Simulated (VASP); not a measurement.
Output of a VASP run:

OSZICAR:
```
       N       E                     dE             d eps       ncg     rms          rms(c)
DAV:   1     0.154665754955E+03    0.15467E+03   -0.96514E+03   560   0.142E+03
DAV:   2     0.363265542014E+01   -0.15103E+03   -0.14822E+03   602   0.338E+02
DAV:   3    -0.824337101589E+01   -0.11876E+02   -0.11744E+02   734   0.102E+02
DAV:   4    -0.851121968094E+01   -0.26785E+00   -0.26779E+00   592   0.191E+01
DAV:   5    -0.852036473854E+01   -0.91451E-02   -0.91448E-02   778   0.334E+00    0.271E+00
DAV:   6    -0.820049352381E+01    0.31987E+00   -0.87375E-01   756   0.711E+00    0.148E+00
DAV:   7    -0.819665412841E+01    0.38394E-02   -0.13354E-01   630   0.200E+00    0.842E-01
DAV:   8    -0.820031446892E+01   -0.36603E-02   -0.14904E-02   596   0.156E+00    0.175E-01
DAV:   9    -0.819978929963E+01    0.52517E-03   -0.29282E-03   828   0.591E-01    0.624E-02
DAV:  10    -0.819988462805E+01   -0.95328E-04   -0.24178E-04   602   0.119E-01    0.207E-02
DAV:  11    -0.819989254776E+01   -0.79197E-05   -0.68285E-05   668   0.936E-02    0.538E-03
DAV:  12    -0.819989289734E+01   -0.34958E-06   -0.41313E-06   704   0.171E-02
   1 F= -.81998929E+01 E0= -.81998929E+01  d E =-.260234E-11
```

### OUTCAR
```
------------------------ aborting loop because EDIFF is reached ----------------------------------------
  FORCE on cell =-STRESS in cart. coord.  units (eV):
  Direction    XX          YY          ZZ          XY          YZ          ZX
  --------------------------------------------------------------------------------------
  Total       -0.0019490     -0.0019490     -0.0019490     -0.0000000      0.0000000     -0.0000000
  in kB       -0.0520163     -0.0520163     -0.0520163     -0.0000000      0.0000000     -0.0000000
  external PRESSURE =      -0.0520163 kB  Pullay stress =       0.0000000 kB
  volume of cell :       60.03
      direct lattice vectors                 reciprocal lattice vectors
     0.000000000  3.107786646  3.107786646    -0.160886205  0.160886205  0.160886205
     3.107786646  0.000000000  3.107786646     0.160886205 -0.160886205  0.160886205
     3.107786646  3.107786646  0.000000000     0.160886205  0.160886205 -0.160886205
  FREE ENERGIE OF THE ION-ELECTRON SYSTEM (eV)
  ---------------------------------------------------
  free  energy   TOTEN  =        -8.1998928973 eV

  energy  without entropy=       -8.1998928973  energy(sigma->0) =       -8.19989290
```
(Selected blocks of OUTCAR.)

### POSCAR
```
PbSe
1
    0.0000000000     3.1077866463     3.1077866463
    3.1077866463     0.0000000000     3.1077866463
    3.1077866463     3.1077866463     0.0000000000
Pb Se
1 1
Direct
  0.0000000000   0.0000000000   0.0000000000
  0.5000000000   0.5000000000   0.5000000000
```

Task: Write an INCAR and KPOINTS that could have produced this output.

Result: One answer among several that fit: the input of the run itself, PBE GGA, plane waves, VASP's PBE PAW potentials (set 64).

INCAR:
```
ALGO=Normal
EDIFF=1E-6
ENCUT=520
GGA=PE
ISMEAR=0
LASPH=.True.
LCHARG=.True.
LMAXMIX=4
LREAL=.False.
LWAVE=.False.
NELM=100
PREC=Accurate
SIGMA=0.05
SYSTEM=PbSe
```

**KPOINTS**
```
K-points
0
G
  7 7 7
```

POTCAR, in this order: Pb_d Se (PBE.64 set). Program: vasp_std.

The compound is PbSe in the rock salt structure. It was relaxed first.
